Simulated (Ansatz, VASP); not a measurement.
# B2O3 (glassy B2O3): VASP beside Ansatz

Aim: how closely do two programs agree when they are given the same cell, functional and k mesh? The cell is taken from a series of runs on this material, whose earlier steps may have relaxed, scaled, displaced or heated it; both programs get it as it stands.

Main program and level: Ansatz 0.2.0; plane waves, with VASP 6.6.1 beside it; PBE.

## 1. Starting point

The cell holds 220 atoms: 88 B and 132 O. Cell: a = 13.720 Å, b = 13.720 Å, c = 13.720 Å, α = 90.0°, β = 90.0°, γ = 90.0°. As first built, before any earlier steps moved the atoms or strained the cell (in the runner's words): 220 atoms (88 B, 132 O) placed at random at 1.93 g/cm^3, melted at 3000 K for 20 ps at fixed volume with the Buckingham and Coulomb pair potential of Guillot and Sator (Geochim. Cosmochim. Acta 71, 1249 (2007)) with the boron terms of Wang et al. (J. Non-Cryst. Solids 498, 294 (2018)). Quenched from 3000 K to 300 K at 100 K/ps and fixed volume, held 10 ps at zero pressure.

## 2. VASP: single point, PBE

With cell and atoms fixed, the geometry can't cause a difference; cores, projectors, grids and the points listed under the comparison can.

Lines of VASP's logs that name or quote its potential files are left out, and so is its time.

File INCAR:

```
SYSTEM = B2O3
PREC = Accurate
ENCUT = 520
EDIFF = 1E-06
NELM = 120
ISMEAR = -1
SIGMA = 0.05
LREAL = Auto
ALGO = Normal
GGA = PE
NBANDS = 682
LORBIT = 11
LWAVE = .FALSE.
LCHARG = .FALSE.
ISIF = 2
LASPH = .TRUE.
GGA_COMPAT = .FALSE.
EFERMI = MIDGAP
```

File POSCAR:

```
B2O3
1.0
   13.7198900000      0.0000000000      0.0000000000
    0.0000000000     13.7198900000      0.0000000000
    0.0000000000      0.0000000000     13.7198900000
B O
88 132
Direct
    0.8572900000      0.9095200000      0.0928300000
    0.1341500000      0.7548000000      0.5101200000
    0.2274300000      0.6058200000      0.0062400000
    0.3073900000      0.2538500000      0.1711400000
    0.2451600000      0.4628800000      0.1327900000
    0.3993100000      0.6299900000      0.6870900000
    0.0998600000      0.3721100000      0.0482400000
    0.7614700000      0.8906200000      0.7127800000
    0.4721700000      0.0494100000      0.9440700000
    0.6759100000      0.6666600000      0.4311800000
    0.2485400000      0.5904300000      0.2743300000
    0.1798300000      0.8696200000      0.2332900000
    0.1450400000      0.0748700000      0.5988800000
    0.8879300000      0.5027400000      0.4828500000
    0.8274900000      0.9880000000      0.3507600000
    0.3227000000      0.3480300000      0.5264400000
    0.9700100000      0.1109400000      0.7903500000
    0.8978600000      0.6155200000      0.7519500000
    0.0491500000      0.9272100000      0.5208800000
    0.2418300000      0.0761200000      0.1294000000
    0.4734900000      0.6130800000      0.3690600000
    0.8616600000      0.9820400000      0.5686800000
    0.9005200000      0.3336500000      0.5957900000
    0.4365400000      0.3968300000      0.1366500000
    0.5220400000      0.9290600000      0.2036400000
    0.0087900000      0.2513200000      0.3792100000
    0.1895000000      0.0691000000      0.3135800000
    0.4952000000      0.3917000000      0.6082300000
    0.4564500000      0.0236000000      0.6624800000
    0.0003100000      0.3965000000      0.2469600000
[... 184 atom lines left out ...]
    0.7597700000      0.0564100000      0.3159200000
    0.2213600000      0.3313800000      0.5417500000
    0.6624100000      0.7521800000      0.0699000000
    0.1043100000      0.0074300000      0.5335200000
    0.3518700000      0.7177100000      0.0810700000
    0.9281800000      0.9968700000      0.3342700000
```

File KPOINTS:

```
Automatic mesh
0
Gamma
1 1 1
0 0 0
```

The projector-augmented-wave data sets are B and O (PBE family, release 64).

Command:

```bash
$ export OMP_NUM_THREADS=3
$ mpirun -np 1 vasp_gam
```

Numbers of over 12 decimals in the logs are rounded to 6 here.

Output:

```text
[banner, memory and clock lines left out]
running    1 mpi-ranks, on    1 nodes
[...]
Offloading initialized ...    1 GPUs detected
[...]
LDA part: xc-table for (Slater+PW92), standard interpolation
 POSCAR, INCAR and KPOINTS ok, starting setup
[...]
entering main loop
       N       E                     dE             d eps       ncg     rms          rms(c)
DAV:   1     0.961945503379E+04    0.96195E+04   -0.64158E+05  1404   0.153E+03
DAV:   2    -0.104204702223E+04   -0.10662E+05   -0.10239E+05  1670   0.389E+02
DAV:   3    -0.187603002127E+04   -0.83398E+03   -0.82532E+03  1576   0.114E+02
DAV:   4    -0.189286083482E+04   -0.16831E+02   -0.16751E+02  1576   0.173E+01
[...]
DAV:  17    -0.172939639298E+04   -0.20934E-05   -0.17856E-04  1560   0.223E-02    0.253E-02
DAV:  18    -0.172939638295E+04    0.10032E-04   -0.49335E-05  1568   0.128E-02    0.597E-03
DAV:  19    -0.172939638338E+04   -0.43653E-06   -0.70996E-06  1496   0.600E-03
   1 F= -.17293964E+04 E0= -.17293964E+04  d E =-.101612E-09
```

From OUTCAR (step 2):

```text
  FREE ENERGIE OF THE ION-ELECTRON SYSTEM (eV)
  ---------------------------------------------------
  free  energy   TOTEN  =     -1729.3963833833 eV

  energy  without entropy=    -1729.3963833832  energy(sigma->0) =    -1729.39638338
```

The run ends at a pressure of -8.76 GPa, with forces up to 3.6 eV/Å.

## 3. Ansatz: single point, PBE

Ansatz runs on its default PAW (the set named soft_2) files.

The same cell, functional, mesh and smearing now go to Ansatz, which takes its cutoff from its data sets.

File input.yaml:

```yaml
crystal:
  lattice:
    - [13.71989, 0.0, 0.0]
    - [0.0, 13.71989, 0.0]
    - [0.0, 0.0, 13.71989]
  atoms:
    - { symbol: B, position: [0.85729, 0.90952, 0.09283] }
    - { symbol: B, position: [0.13415, 0.7548, 0.51012] }
    - { symbol: B, position: [0.22743, 0.60582, 0.00624] }
    - { symbol: B, position: [0.30739, 0.25385, 0.17114] }
    - { symbol: B, position: [0.24516, 0.46288, 0.13279] }
    - { symbol: B, position: [0.39931, 0.62999, 0.68709] }
    - { symbol: B, position: [0.09986, 0.37211, 0.04824] }
    - { symbol: B, position: [0.76147, 0.89062, 0.71278] }
    - { symbol: B, position: [0.47217, 0.04941, 0.94407] }
    - { symbol: B, position: [0.67591, 0.66666, 0.43118] }
    - { symbol: B, position: [0.24854, 0.59043, 0.27433] }
    - { symbol: B, position: [0.17983, 0.86962, 0.23329] }
    - { symbol: B, position: [0.14504, 0.07487, 0.59888] }
    - { symbol: B, position: [0.88793, 0.50274, 0.48285] }
    - { symbol: B, position: [0.82749, 0.988, 0.35076] }
    - { symbol: B, position: [0.3227, 0.34803, 0.52644] }
    - { symbol: B, position: [0.97001, 0.11094, 0.79035] }
    - { symbol: B, position: [0.89786, 0.61552, 0.75195] }
    - { symbol: B, position: [0.04915, 0.92721, 0.52088] }
    - { symbol: B, position: [0.24183, 0.07612, 0.1294] }
    - { symbol: B, position: [0.47349, 0.61308, 0.36906] }
    - { symbol: B, position: [0.86166, 0.98204, 0.56868] }
    - { symbol: B, position: [0.90052, 0.33365, 0.59579] }
    - { symbol: B, position: [0.43654, 0.39683, 0.13665] }
    - { symbol: B, position: [0.52204, 0.92906, 0.20364] }
    - { symbol: B, position: [0.00879, 0.25132, 0.37921] }
    - { symbol: B, position: [0.1895, 0.0691, 0.31358] }
    - { symbol: B, position: [0.4952, 0.3917, 0.60823] }
    - { symbol: B, position: [0.45645, 0.0236, 0.66248] }
    - { symbol: B, position: [0.00031, 0.3965, 0.24696] }
[... 184 atom lines left out ...]
    - { symbol: O, position: [0.75977, 0.05641, 0.31592] }
    - { symbol: O, position: [0.22136, 0.33138, 0.54175] }
    - { symbol: O, position: [0.66241, 0.75218, 0.0699] }
    - { symbol: O, position: [0.10431, 0.00743, 0.53352] }
    - { symbol: O, position: [0.35187, 0.71771, 0.08107] }
    - { symbol: O, position: [0.92818, 0.99687, 0.33427] }
kpoints:
  mp_grid: { grid: [1, 1, 1] }
hamiltonian:
  xc: pbe
scf:
  occupations: { method: fermi_dirac, width: 0.05 }
output:
  forces: true
  eigenvalues: true
```

Command:

```bash
$ ansatz run input.yaml --threads 16 --pin off --max-ram 31232MiB --backend cpu --events-out ev --progress --plain --runs-dir out
```

Output:

```text
Engine: ansatz 0.2.0, aarch64-unknown-linux-gnu
Pseudopotentials: kind: paw
Pseudopotential: B, paw, valence charge 3, recommended cutoff 420 eV (normal), B.paw.azcp
Pseudopotential: O, paw, valence charge 6, recommended cutoff 420 eV (normal), O.paw.azcp
Functional definition: PBE
  parameter kappa = 0.804
  parameter beta = 0.066725
  exchange = pbe_x(kappa = kappa, mu = beta*pi^2/3)
  correlation = pbe_c(beta = beta)
Crystal: 220 atoms, lattice volume = 2582.569 Å³
Basis set: ecut = 420 eV, 50541 PW (Γ), exchange–correlation on 192×192×192 points (8 copies of the dense FFT grid, shifted against one another)
Bands: 748, of which v1, the nominal top of the filled ones, is band 528 counted from 1 (527 counted from 0)
Symmetry: 1 space group operations
Space group: P1 (ITA 1), of the structure as read, at distance tolerance 1.4e-4 Å
k-points: 1
Non-local potential: B, projectors of the file, l = 0: 2, l = 1: 2, l = 2: 1
Non-local potential: O, projectors of the file, l = 0: 2, l = 1: 2, l = 2: 1
PAW form: soft (Blöchl's): semilocal exchange-correlation on the pseudo side does not see the compensation charge
PAW one-centre angular grid: B, 110 points (default); XC on 64 Gauss nodes
PAW one-centre angular grid: O, 110 points (default); XC on 64 Gauss nodes
Initial density: superposition of atomic densities (neutral atoms: chi_scale 0, normalization atom), corrected by the library's trained network
Initial wavefunctions: pseudopotential atomic-orbital guess
Functional: x = pbe(κ = 0.804, μ = 0.219515), c = pbe(β = 0.066725)
SCF iter   1: F=—  HF=-88777.462557 eV  |F-HF|=—  |Δ(HF+E_count)|=         —  Δρ=4.52e-3  dr2=8.03e-1  ethr=1.77e-3  ⟨swp⟩=6.0  Hψ=3262  notcnv=0  defer=124
preconditioner: auto → Resta (q_TF=auto, 2.350 Å⁻¹)  ε∞=3.1  [insulator: Δε(μ)=3.475 eV  Ē_g=16.568 eV  σ=0.050 eV  W_gap=1.00  n_scr=586 (ndim 8)  ℏωp=23.7 eV  f_vac=0.197  D(μ)=0.00/eV (n_scr^D=0)  ε∞_Penn≈3.1]
SCF iter   2: F=—  HF=-88777.336124 eV  |F-HF|=—  |Δ(HF+E_count)|=   1.26e-1  Δρ=2.19e-3  dr2=1.80e-1  ethr=7.61e-5  ⟨swp⟩=2.0  Hψ=1197  notcnv=0  defer=215
SCF iter   3: F=—  HF=-88777.310202 eV  |F-HF|=—  |Δ(HF+E_count)|=   2.59e-2  Δρ=9.45e-4  dr2=4.26e-2  ethr=1.70e-5  ⟨swp⟩=4.0  Hψ=938  notcnv=0  defer=79
automatic band count: iteration 3 solves 612 bands in place of 748: the levels show a gap, and the empty bands left out lie too high to hold charge; the band table lists the bands solved (type scf.n_extra_bands for more)
SCF iter   4: F=—  HF=-88777.299283 eV  |F-HF|=—  |Δ(HF+E_count)|=   1.09e-2  Δρ=3.21e-4  dr2=3.65e-3  ethr=4.03e-6  ⟨swp⟩=3.0  Hψ=942  notcnv=0  defer=79
SCF iter   5: F=—  HF=-88777.298823 eV  |F-HF|=—  |Δ(HF+E_count)|=   4.60e-4  Δρ=2.08e-4  dr2=9.06e-4  ethr=3.46e-7  ⟨swp⟩=3.0  Hψ=1234  notcnv=0  defer=79
SCF iter   6: F=—  HF=-88777.298676 eV  |F-HF|=—  |Δ(HF+E_count)|=   1.47e-4  Δρ=5.21e-5  dr2=7.21e-5  ethr=8.58e-8  ⟨swp⟩=3.0  Hψ=1065  notcnv=0  defer=79
SCF iter   7: F=—  HF=-88777.300060 eV  |F-HF|=—  |Δ(HF+E_count)|=   1.38e-3  Δρ=1.99e-5  dr2=9.98e-6  ethr=6.83e-9  ⟨swp⟩=3.0  Hψ=955  notcnv=0  defer=79
SCF iter   8: F=—  HF=-88777.300061 eV  |F-HF|=—  |Δ(HF+E_count)|=   5.50e-7  Δρ=9.44e-6  dr2=1.94e-6  ethr=9.45e-10  ⟨swp⟩=3.0  Hψ=1065  notcnv=0  defer=79
SCF iter   9: F=—  HF=-88777.300061 eV  |F-HF|=—  |Δ(HF+E_count)|=   5.29e-8  Δρ=2.02e-6  dr2=1.28e-7  ethr=1.83e-10  ⟨swp⟩=3.0  Hψ=1065  notcnv=0  defer=79
SCF iter  10: F=-88777.300061 eV  HF=-88777.300061 eV  |F-HF|=2.40e-8  |Δ(HF+E_count)|=   5.48e-8  Δρ=1.36e-6  dr2=3.98e-8  ethr=9.47e-12  ⟨swp⟩=13.0  Hψ=2613  notcnv=0
SCF 1 converged in 10 iterations: F = -88777.300061 eV  dr2 = 3.98e-8
  greatest PAW one-centre occupation: 0.862 electrons in one spin orbital (limit 2), on the O atom at site 159 (counted from 0), in its partial waves of l = 0
SCF converged after 10 iterations
Free energy (F): -88777.300061 eV
Harris-Foulkes:  -88777.300061 eV  (|F-HF|=2.40e-8)
Internal energy: -88777.300061 eV  (E = F + TS)
E sigma→0 (E₀):  -88777.300061 eV
Fermi energy:    3.963476 eV
--- Per-component energies (eV) ---
  E_band       = -6802.836799
  E_kinetic    = 27337.045719
  E_local      = -79912.877768  (includes V_loc(G=0)·N_el)
  E_nonlocal   = 7364.530455
  E_hartree    = 29508.681873
  E_xc         = -12369.692059
  E_vxc        = -15519.463927  (∫ρ·V_xc dr)
  E_paw        = -27902.520197  (= ΣΔE_a)
  E_vpaw       = -5089.784313  (= ΣTr[D̂ρ^β])
  E_aug_tail   = 0.338148  (compensation charges beyond the density's cutoff)
  E_ewald      = -32802.806232
  E_smearing   = -0.000000  (= −TS)
  E_closure    = 0.000000  (closes the sum)
  Σ components = -88777.300061   (vs F -88777.300061, Δ=0.00e0)
--- Forces (eV/Å), atoms counted from 1 ---
  atom   1  B     -1.26477596    -2.21978882     1.02587333
  atom   2  B     -1.22599986     0.34632647    -0.49606869
  atom   3  B     -1.08888982    -1.49816296     1.03542871
[...]
atom 168  O     -0.39464344    -0.15121671     1.28496508
  atom 169  O      0.07721691    -0.41926914     0.33098280
  atom 170  O     -0.10725370     0.36681899     0.82615713
  atom 171  O      0.10518433    -0.06411162     0.63960120
  atom 172  O     -0.30048227     0.20121914    -0.63472689
  atom 173  O     -1.22916109    -0.72968426     0.30052925
  atom 174  O     -0.43128512    -0.43379006     1.18455350
  atom 175  O      0.58100074     0.60508835     0.84993685
  atom 176  O      0.73502969     0.66623282     0.27362319
  atom 177  O      1.18953732     0.63807181    -0.80940075
  atom 178  O      0.03375667     0.06968659    -0.32717060
  atom 179  O      1.49475461    -0.80482246    -0.88007218
  atom 180  O     -0.82865922    -1.09775080    -0.48613715
  atom 181  O     -0.69228021    -0.93897777     0.11924574
  atom 182  O      0.17310648    -0.08333360    -1.49137869
  atom 183  O     -0.22737184    -0.54954294    -0.56072444
  atom 184  O     -0.09949852    -0.48286184    -0.22365508
  atom 185  O     -0.20180347    -0.65504254     0.32511839
  atom 186  O      0.44162575     0.44736355    -1.15016429
  atom 187  O      0.36838432     1.59289136     0.48298619
  atom 188  O      1.20322766    -0.30190071     0.78729002
[...]
atom 213  O     -0.85935330     0.83408263    -0.43813784
  atom 214  O     -1.21790323    -0.02347034    -1.05613044
  atom 215  O     -0.38393464     1.35295595    -0.18266833
  atom 216  O      1.06191501     0.07699007     0.38060755
  atom 217  O      1.41650775     0.59104504    -0.20435877
  atom 218  O      0.81881240     1.16608977     0.33443867
  atom 219  O     -0.16896097     0.42882317    -0.21233739
  atom 220  O     -0.11902109     0.19658983    -0.72568292
  max |Σ_I F_I| component: 3.49e-5 eV/Å
--- Band table (eV) ---
  k-point 0: bands = [... 524 lower, 1.8447, 2.3585, 2.6121, 2.7236, 5.1983, 5.5262, 5.7218, 6.0424, ... 80 higher]
```

The column dr2 measures how far the density is from self-consistency, as an energy; F and HF (Harris–Foulkes) agree once it is small.

## 4. Comparison

Known differences besides the potentials themselves: the cutoff is 420 eV in Ansatz and 520 eV in VASP (PREC = Accurate, projectors in real space). Total energies have different zeros and are not compared.

The two programs side by side:

```
              quantity  Ansatz   VASP  difference
gap on the k mesh (eV)   2.475  2.470      +0.004
```

Forces on 10 of the 220 atoms, those with the largest forces and the largest differences (eV/Å; atoms numbered as in POSCAR):

```
atom          Ansatz x, y, z            VASP x, y, z
  B5   -1.685, 2.511, -0.992   -1.638, 2.441, -0.982
 B11  -1.773, -0.862, -2.816  -1.734, -0.828, -2.757
 B12    0.682, -2.498, 1.369    0.667, -2.409, 1.382
 B16   1.249, -2.154, -2.258   1.243, -2.113, -2.231
 B63     1.970, 2.277, 2.008     1.949, 2.304, 1.985
 B66     2.909, 0.284, 1.846     2.872, 0.278, 1.788
 B74   -1.450, 0.439, -1.678   -1.362, 0.412, -1.679
 B75    2.435, 0.425, -2.633    2.382, 0.416, -2.593
 B82   -2.995, 1.059, -1.452   -2.939, 1.031, -1.462
 B84   2.182, -1.683, -2.332   2.193, -1.711, -2.360
```

The forces differ by 21 meV/Å r.m.s., which is 2.2 % of the r.m.s. force of 0.951 eV/Å (both taken over all components). A gap on the mesh is an upper bound, since the band edges may lie between its points.

## 5. Results

```
r.m.s. force difference (single point, PBE) : 2.2 % of the r.m.s. force
```

The r.m.s. force difference is 2.2 % of the r.m.s. force (single point, PBE), within the 3 % picked in this series as the mark of a large difference. How closely two codes agree says nothing of how well the functional describes the real material.

[Lines on the potential files, build, host, timing and source positions are cut from VASP's logs without a mark.]

[Logs are printed without paths, hosts, clocks, repeated set-up lines and the standing remarks that a program may print on its own settings, such as how far it seeks lower states.]

[Hosts, paths, dates, database ids (printed as entryN), source tags and the programs' standing remarks are cut or masked in the printed files.]
